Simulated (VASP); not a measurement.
Given:

```
ZrS2
1.0
    1.85138    -3.20668     0.00000
    1.85138     3.20668     0.00000
    0.00000     0.00000     5.90554
Zr S
1 2
Direct
  0.00000   0.00000   0.00000
  0.33333   0.66667   0.24061
  0.66667   0.33333   0.75939
```

These are vdW-DF2, VASP's PBE PAW potentials (set 64) (plane waves; VASP) values and carry that method's errors. Settings: 520 eV cut-off, 7×7×4 Γ-centred mesh, Gaussian smearing of 0.050 eV, potentials Zr_sv S.

**Question.** The ions and cell shape at fixed volume are relaxed. Which structure does the run end with?

**Answer.** 
```
ZrS2
1.0
    1.86976    -3.23852     0.00000
    1.86976     3.23852     0.00000
    0.00000     0.00000     5.78998
Zr S
1 2
Cartesian
  0.00000   0.00000   0.00000
  1.86976   1.07951   1.45731
  1.86976  -1.07951   4.33267
```
Space group P-3m1 (164), at a tolerance of 0.03 Å.

**Question.** How much energy does the relaxation gain?

**Answer.** The energy (σ→0) changes by -16.2 meV/atom, in 6 ionic steps.

```csv
step,E(σ→0) (eV),max force (eV/Å),pressure (GPa),volume (Å³)
1,-14.8224,0.693,5.75,70.12
2,-14.8575,0.306,3.93,70.12
3,-14.8676,0.051,2.32,70.12
4,-14.8676,0.036,2.38,70.12
5,-14.8705,0.009,2.25,70.12
6,-14.8709,0.003,2.17,70.12
```

The compound is ZrS2 in the 1T layered structure. This cell is one point of a volume scan, at 0.94 of the reference volume. Symmetry was kept, so distortions that lower it aren't found.
